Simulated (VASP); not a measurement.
```xyz
6
Lattice="4.8852 0.0000 0.0000 0.0000 4.8852 0.0000 0.0000 0.0000 3.3096" Properties=species:S:1:pos:R:3 pbc="T T T"
Mn     0.0000     0.0000     0.0000
Mn     2.4426     2.4426     1.6548
F      1.4855     1.4855     0.0000
F      3.9281     0.9572     1.6548
F      0.9572     3.9281     1.6548
F      3.3998     3.3998     0.0000
```
Starting moments (μB, in the order of the record's atoms Mn Mn F F F F): -4.6 4.6 0.0 0.0 0.0 0.0.

Method: TPSS meta-GGA, VASP's PBE PAW potentials (set 64) (plane waves; VASP). Run with 520 eV cut-off, 5×5×8 Γ-centred mesh, tetrahedra with Blöchl corrections, potentials Mn_pv F.

**Question.** Give the spin-up energies of bands 18 to 31 at the high-symmetry points, in eV from the valence-band maximum.

**Answer.** 
```
band      Γ      Y     C0      Z     A0      T      S      R
----  -----  -----  -----  -----  -----  -----  -----  -----
18    -5.32  -4.84  -4.84  -5.15  -5.13  -5.13  -5.05  -5.31
19    -4.46  -4.66  -4.66  -4.78  -4.33  -4.33  -4.93  -4.65
20    -4.08  -4.55  -4.55  -4.67  -4.28  -4.28  -4.88  -4.59
21    -4.06  -4.53  -4.53  -4.57  -4.19  -4.19  -4.12  -4.28
22    -3.77  -4.40  -4.40  -4.45  -4.17  -4.17  -4.10  -4.25
23    -1.65  -1.65  -1.65  -1.45  -1.50  -1.50  -1.60  -1.51
24    -1.42  -1.41  -1.41  -1.41  -1.44  -1.44  -1.38  -1.44
25    -1.25  -1.18  -1.18  -1.14  -1.24  -1.24  -1.23  -1.25
26    -0.37  -0.52  -0.52  -0.53  -0.55  -0.55  -0.08  -0.63
27    -0.06  -0.05  -0.05  -0.25  -0.09  -0.09   0.00  -0.04
28     2.59   3.02   3.02   3.20   3.18   3.18   2.96   3.18
29     2.94   3.42   3.42   3.25   3.23   3.23   3.38   3.24
30     3.43   3.43   3.43   3.35   3.42   3.42   3.40   3.41
31     3.44   3.60   3.60   3.99   3.92   3.92   4.17   3.98
```

**Question.** Give the spin-down energies of bands 18 to 31 at the high-symmetry points, in eV from the valence-band maximum.

**Answer.** 
```csv
band,Γ,Y,C0,Z,A0,T,S,R
18,-5.32,-4.84,-4.84,-5.15,-5.13,-5.13,-5.05,-5.31
19,-4.46,-4.66,-4.66,-4.78,-4.33,-4.33,-4.93,-4.65
20,-4.08,-4.55,-4.55,-4.67,-4.28,-4.28,-4.88,-4.59
21,-4.06,-4.53,-4.53,-4.57,-4.19,-4.19,-4.12,-4.28
22,-3.77,-4.40,-4.40,-4.45,-4.17,-4.17,-4.10,-4.25
23,-1.65,-1.65,-1.65,-1.45,-1.50,-1.50,-1.60,-1.51
24,-1.42,-1.41,-1.41,-1.41,-1.44,-1.44,-1.38,-1.44
25,-1.25,-1.18,-1.18,-1.14,-1.24,-1.24,-1.23,-1.25
26,-0.37,-0.52,-0.52,-0.53,-0.55,-0.55,-0.08,-0.63
27,-0.06,-0.05,-0.05,-0.25,-0.09,-0.09,0.00,-0.04
28,2.59,3.02,3.02,3.20,3.18,3.18,2.96,3.18
29,2.94,3.42,3.42,3.25,3.23,3.23,3.38,3.24
30,3.43,3.43,3.43,3.35,3.42,3.42,3.40,3.41
31,3.44,3.60,3.60,3.99,3.92,3.92,4.17,3.98
```

The gap is indirect, 2.59 eV, from the valence maximum at S to the conduction minimum at Γ.

The compound is MnF2 in the rutile structure. It was relaxed first.
